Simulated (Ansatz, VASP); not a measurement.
Equation of state of Cr2Co under PBE

```
CELL_PARAMETERS angstrom
0.00000 3.26909 3.26909
3.26909 0.00000 3.26909
3.26909 3.26909 0.00000
ATOMIC_POSITIONS crystal
Co 0.00000 0.00000 0.00000
Co 0.25000 0.25000 0.25000
Cr 0.62500 0.62500 0.62500
Cr 0.12500 0.62500 0.62500
Cr 0.62500 0.12500 0.62500
Cr 0.62500 0.62500 0.12500
```

The cell comes from a database or a generator and needn't be the stable form of this composition.

The cell was scaled at fixed shape and fractions and run with Ansatz, Ansatz PAW, cutoff 420 eV; PBE, k mesh 7 × 7 × 7 on the cell of 6 atoms, fermi-dirac occupations of 0.05 eV, collinear spin, ferromagnetic start, no spin-orbit coupling. Energies are those that the program minimises, any entropy of the smearing included. For a metal such a mesh isn't converged to the digits shown. The magnetic state is the one that the start led to, which needn't be the lowest.

```tsv
V (Å³/atom)	energy over the lowest row (meV/atom)
10.9468	25.65
11.1797	9.93
11.4126	1.75
11.6455	0.00
11.8784	4.11
12.1113	?
12.3442	27.47
```

**Question.** Fit the third-order Birch-Murnaghan form, give V0, B0 and B′, and predict the energy left open.

**Answer.** With y = (V0/V)^(2/3), E = E0 + (9 V0 B0/16) [(y - 1)³ B′ + (y - 1)² (6 - 4y)]. Least squares through the rows shown give V0 = 11.5933 Å³/atom, E0 = -0.16 meV, B0 = 205.3 GPa (1 eV/Å³ = 160.218 GPa) and B′ = 4.77, with a largest miss of 0.05 meV. At V = 12.1113 the form with these constants gives 13.47 meV; the run gave 13.45 meV an atom. Other set-ups at this level, from all their volumes (Å³/atom, GPa): VASP, PBE PAW files Co, Cr_pv, 520 eV: V0 11.572, B0 216.1.
